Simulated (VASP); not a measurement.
Method: r2SCAN meta-GGA, VASP's PBE PAW potentials (set 64) (plane waves; VASP).

VASP input:

### POSCAR
```
WS2
1
    3.1813153597     0.0000000000     0.0000000000
   -1.5906576799     2.7550998964     0.0000000000
    0.0000000000     0.0000000000    13.0366093594
W S
2 4
Direct
  0.6666670000   0.3333330000   0.7500000000
  0.3333330000   0.6666670000   0.2500000000
  0.6666670000   0.3333330000   0.3780000000
  0.3333330000   0.6666670000   0.8780000000
  0.3333330000   0.6666670000   0.6220000000
  0.6666670000   0.3333330000   0.1220000000
```

**KPOINTS**
```
Automatic mesh
0
Gamma
11 11 3
0 0 0
```

### INCAR
```
# general
SYSTEM =WS2
PREC   =Normal
ENCUT  =400
LREAL  =.FALSE.
LASPH  =.TRUE.

# electronic loop
EDIFF  =1E-5
NELM   =100
NELMIN =4
ALGO   =Normal
LMAXMIX=6
LMIXTAU=.TRUE.

# smearing
ISMEAR =0
SIGMA  =0.05

# functional
METAGGA=R2SCAN

# ions
IBRION =2
NSW    =20
ISIF   =2
EDIFFG =-0.03

# output
LWAVE  =.FALSE.
LCHARG =.FALSE.
```

POTCAR, in this order: W_sv S (PBE.64 set). Program: vasp_std.

Q: What will the output report for the number of irreducible k-points (NKPTS), largest plane-wave count, number of space-group operations, FFT grid (NGX, NGY, NGZ)?

A: 
```yaml
number of irreducible k-points (NKPTS): 32
largest_plane_wave_count: 2093
number_of_space_group_operations: 24
FFT grid (NGX, NGY, NGZ): 16 × 16 × 64
```

The compound is WS2 in the 2H layered structure. This run relaxes the ions in a fixed cell. Symmetry was kept, so distortions that lower it aren't found.
